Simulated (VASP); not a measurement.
Output of a VASP run:

File OSZICAR:
```
...
RMM:   5    -0.369910032082E+03    0.20226E-04   -0.48307E-04   632   0.526E-02    0.212E-02
RMM:   6    -0.369910042297E+03   -0.10215E-04   -0.22164E-04   602   0.286E-02    0.187E-02
RMM:   7    -0.369910037559E+03    0.47378E-05   -0.31518E-05   458   0.124E-02
   5 F= -.36991004E+03 E0= -.36991004E+03  d E =-.127490E+00  mag=     1.0000
       N       E                     dE             d eps       ncg     rms          rms(c)
DAV:   1    -0.369923664256E+03   -0.13622E-01   -0.51826E+00   688   0.665E+00    0.326E-01
RMM:   2    -0.369931684134E+03   -0.80199E-02   -0.10920E-01   632   0.906E-01    0.161E-01
RMM:   3    -0.369930856996E+03    0.82714E-03   -0.58681E-03   632   0.226E-01    0.118E-01
RMM:   4    -0.369930184388E+03    0.67261E-03   -0.34043E-03   632   0.128E-01    0.319E-02
RMM:   5    -0.369930174885E+03    0.95027E-05   -0.30144E-04   632   0.407E-02    0.167E-02
RMM:   6    -0.369930178627E+03   -0.37417E-05   -0.93408E-05   539   0.182E-02
   6 F= -.36993018E+03 E0= -.36993018E+03  d E =-.201411E-01  mag=     1.0000
       N       E                     dE             d eps       ncg     rms          rms(c)
DAV:   1    -0.369930586431E+03   -0.41155E-03   -0.28255E-01   768   0.155E+00    0.749E-02
RMM:   2    -0.369931016494E+03   -0.43006E-03   -0.58717E-03   632   0.210E-01    0.373E-02
RMM:   3    -0.369930971065E+03    0.45429E-04   -0.32207E-04   632   0.526E-02    0.275E-02
RMM:   4    -0.369930934488E+03    0.36577E-04   -0.18490E-04   611   0.296E-02    0.805E-03
RMM:   5    -0.369930934597E+03   -0.10847E-06   -0.15979E-05   388   0.937E-03
   7 F= -.36993093E+03 E0= -.36993093E+03  d E =-.208970E-01  mag=     1.0000
       N       E                     dE             d eps       ncg     rms          rms(c)
DAV:   1    -0.369935064156E+03   -0.41297E-02   -0.88128E-01   688   0.274E+00    0.140E-01
RMM:   2    -0.369936652604E+03   -0.15884E-02   -0.18835E-02   632   0.378E-01    0.625E-02
RMM:   3    -0.369936575880E+03    0.76724E-04   -0.97836E-04   632   0.935E-02    0.449E-02
RMM:   4    -0.369936490511E+03    0.85369E-04   -0.41146E-04   632   0.475E-02    0.115E-02
RMM:   5    -0.369936490704E+03   -0.19260E-06   -0.34406E-05   461   0.147E-02
   8 F= -.36993649E+03 E0= -.36993649E+03  d E =-.555611E-02  mag=     1.0000
       N       E                     dE             d eps       ncg     rms          rms(c)
DAV:   1    -0.369936758167E+03   -0.26766E-03   -0.95446E-01   688   0.285E+00    0.145E-01
RMM:   2    -0.369938490915E+03   -0.17327E-02   -0.20465E-02   632   0.395E-01    0.658E-02
RMM:   3    -0.369938409072E+03    0.81844E-04   -0.10665E-03   632   0.977E-02    0.474E-02
RMM:   4    -0.369938316304E+03    0.92767E-04   -0.45177E-04   632   0.498E-02    0.122E-02
RMM:   5    -0.369938316177E+03    0.12754E-06   -0.39482E-05   489   0.156E-02
   9 F= -.36993832E+03 E0= -.36993832E+03  d E =-.738158E-02  mag=     1.0000
       N       E                     dE             d eps       ncg     rms          rms(c)
DAV:   1    -0.369939469545E+03   -0.11532E-02   -0.33534E-01   688   0.169E+00    0.891E-02
RMM:   2    -0.369940006052E+03   -0.53651E-03   -0.72946E-03   632   0.236E-01    0.439E-02
RMM:   3    -0.369939956121E+03    0.49931E-04   -0.39681E-04   632   0.589E-02    0.317E-02
RMM:   4    -0.369939915997E+03    0.40124E-04   -0.23869E-04   629   0.341E-02    0.922E-03
RMM:   5    -0.369939915035E+03    0.96200E-06   -0.22508E-05   414   0.112E-02
  10 F= -.36993992E+03 E0= -.36993992E+03  d E =-.159886E-02  mag=     1.0000
```

File OUTCAR:
```
------------------------ aborting loop because EDIFF is reached ----------------------------------------
  FORCE on cell =-STRESS in cart. coord.  units (eV):
  Direction    XX          YY          ZZ          XY          YZ          ZX
  --------------------------------------------------------------------------------------
  Total      -15.6449465    -15.6481035    -16.6187209     -0.0006102     -0.0000728     -0.0075558
  in kB      -41.0042006    -41.0124748    -43.5563884     -0.0015993     -0.0001908     -0.0198032
  external PRESSURE =     -41.8576879 kB  Pullay stress =       0.0000000 kB
  volume of cell :      611.30
      direct lattice vectors                 reciprocal lattice vectors
     8.486959016  0.000000000  0.000000000     0.117827834  0.000000000  0.000000000
     0.000000000  8.486959016  0.000000000     0.000000000  0.117827834  0.000000000
     0.000000000  0.000000000  8.486959016     0.000000000  0.000000000  0.117827834
  FREE ENERGIE OF THE ION-ELECTRON SYSTEM (eV)
  ---------------------------------------------------
  free  energy   TOTEN  =      -369.9399150350 eV

  energy  without entropy=     -369.9399150350  energy(sigma->0) =     -369.93991504

 total charge

# of ion       s       p       d       tot
------------------------------------------
    1        0.145   0.172   0.074   0.392
    2        0.144   0.172   0.075   0.391
    3        0.144   0.171   0.074   0.389
    4        0.144   0.173   0.075   0.392
    5        0.144   0.172   0.075   0.391
    6        0.155   0.179   0.075   0.409
    7        0.144   0.172   0.075   0.391
    8        0.144   0.171   0.074   0.389
    9        0.153   0.174   0.073   0.401
   10        0.153   0.174   0.073   0.401
   11        0.150   0.177   0.078   0.405
   12        0.144   0.172   0.075   0.391
   13        0.143   0.171   0.074   0.389
   14        0.145   0.172   0.074   0.392
   15        0.144   0.172   0.075   0.391
   16        0.144   0.171   0.074   0.389
   17        0.153   0.174   0.073   0.401
   18        0.153   0.174   0.073   0.401
   19        0.144   0.173   0.075   0.393
   20        0.144   0.172   0.074   0.390
   21        0.144   0.172   0.074   0.390
   22        0.143   0.171   0.074   0.389
   23        0.144   0.171   0.073   0.389
   24        0.144   0.171   0.073   0.388
   25        0.144   0.172   0.074   0.390
   26        0.149   0.177   0.078   0.404
   27        0.144   0.172   0.075   0.391
   28        0.143   0.171   0.074   0.388
   29        0.144   0.171   0.073   0.388
   30        0.144   0.171   0.073   0.388
   31        0.143   0.171   0.074   0.388
   32        1.568   3.558   0.000   5.126
   33        1.567   3.581   0.000   5.148
   34        1.566   3.560   0.000   5.126
   35        1.568   3.558   0.000   5.126
   36        1.568   3.558   0.000   5.126
   37        1.567   3.565   0.000   5.132
   38        1.567   3.556   0.000   5.123
   39        1.567   3.556   0.000   5.123
   40        1.566   3.560   0.000   5.126
   41        1.566   3.564   0.000   5.130
   42        1.567   3.562   0.000   5.130
   43        1.566   3.562   0.000   5.128
   44        1.568   3.558   0.000   5.126
   45        1.567   3.581   0.000   5.148
   46        1.567   3.556   0.000   5.123
   47        1.567   3.556   0.000   5.123
   48        1.566   3.560   0.000   5.126
...
```
(Selected blocks of OUTCAR.)

File POSCAR:
```
LiMg31O31
1
    8.4869590160     0.0000000000     0.0000000000
    0.0000000000     8.4869590160    -0.0000000000
   -0.0000000000    -0.0000000000     8.4869590160
Mg O Li
31 31 1
Direct
  0.5000000000   0.0000000000   0.0000000000
  0.7500000000   0.2500000000   0.0000000000
  0.7500000000   0.0000000000   0.2500000000
  0.0000000000   0.0000000000   0.0000000000
  0.2500000000   0.2500000000   0.0000000000
  0.4966980000   0.4986690000   0.0051830000
  0.7500000000   0.7500000000   0.0000000000
  0.2500000000   0.0000000000   0.2500000000
  0.5042820000   0.2510240000   0.2474290000
  0.7464530000   0.5001670000   0.2450980000
  0.5000000000   0.0000000000   0.5000000000
  0.7500000000   0.2500000000   0.5000000000
  0.7500000000   0.0000000000   0.7500000000
  0.0000000000   0.5000000000   0.0000000000
  0.2500000000   0.7500000000   0.0000000000
  0.0000000000   0.2500000000   0.2500000000
  0.2529070000   0.5019040000   0.2549170000
  0.4963940000   0.7463430000   0.2526800000
  0.0000000000   0.0000000000   0.5000000000
  0.2500000000   0.2500000000   0.5000000000
  0.7500000000   0.7500000000   0.5000000000
  0.2500000000   0.0000000000   0.7500000000
  0.5000000000   0.2500000000   0.7500000000
  0.7500000000   0.5000000000   0.7500000000
  0.0000000000   0.7500000000   0.2500000000
  0.0000000000   0.5000000000   0.5000000000
  0.2500000000   0.7500000000   0.5000000000
  0.0000000000   0.2500000000   0.7500000000
  0.2500000000   0.5000000000   0.7500000000
  0.5000000000   0.7500000000   0.7500000000
  0.0000000000   0.7500000000   0.7500000000
  0.7501290000   0.2546670000   0.2547070000
  0.0000000000   0.5000000000   0.2500000000
  0.0000000000   0.2500000000   0.5000000000
  0.2522940000   0.2492930000   0.2459250000
  0.7556530000   0.7520470000   0.2547840000
  0.0000000000   0.0000000000   0.2500000000
  0.4972590000   0.2475270000   0.4994970000
  0.7473630000   0.4994610000   0.4965010000
  0.0000000000   0.7500000000   0.5000000000
  0.7500000000   0.2500000000   0.7500000000
  0.0000000000   0.5000000000   0.7500000000
  0.0000000000   0.2500000000   0.0000000000
  0.2458650000   0.7452510000   0.2455970000
  0.5000000000   0.0000000000   0.2500000000
  0.2526880000   0.4997650000   0.5040630000
  0.5015870000   0.7484080000   0.5006280000
  0.7500000000   0.0000000000   0.5000000000
  0.2500000000   0.2500000000   0.7500000000
  0.5000000000   0.5000000000   0.7500000000
  0.7500000000   0.7500000000   0.7500000000
  0.0000000000   0.0000000000   0.7500000000
  0.5004840000   0.2540080000  -0.0039190000
  0.7481080000   0.4948300000   0.0043240000
  0.0000000000   0.7500000000   0.0000000000
  0.2500000000   0.0000000000   0.5000000000
  0.2500000000   0.7500000000   0.7500000000
  0.5000000000   0.0000000000   0.7500000000
  0.2466260000   0.5039400000   0.0041370000
  0.5004680000   0.7451970000   0.0040010000
  0.7500000000   0.0000000000   0.0000000000
  0.2500000000   0.0000000000   0.0000000000
  0.4957640000   0.4989800000   0.4946450000
```

### Question
Reconstruct the remaining input files.

### Answer
This is not unique; one that fits is the input of the run itself, PBE GGA, plane waves, VASP's PBE PAW potentials (set 64).

### INCAR
```
SYSTEM = LiMg31O31
PREC = Normal
ENCUT = 400
EDIFF = 1E-5
NELM = 100
ALGO = Fast
LREAL = Auto
LASPH = .TRUE.
ISMEAR = 0
SIGMA = 0.05
GGA = PE
LWAVE = .TRUE.
LCHARG = .FALSE.
NELMIN = 4
ISYM = 0
ISPIN = 2
NUPDOWN = 1
MAGMOM = 63*0.0159
LORBIT = 10
IBRION = 2
ISIF = 2
NSW = 70
EDIFFG = -0.03
```

**KPOINTS**
```
Automatic mesh
0
Gamma
1 1 1
0 0 0
```

POTCAR, in this order: Mg O Li (PBE.64 set). Program: vasp_gam.

At this cut-off the stress carries a Pulay error, which pulls relaxed volumes low. The supercell is sampled at Γ alone, which is coarse: total energies, pressure and levels can be off, energies of defects by several tenths of an eV.

The cell is a supercell with a defect, built from MgO (rock salt): Li_Mg-vac_O.
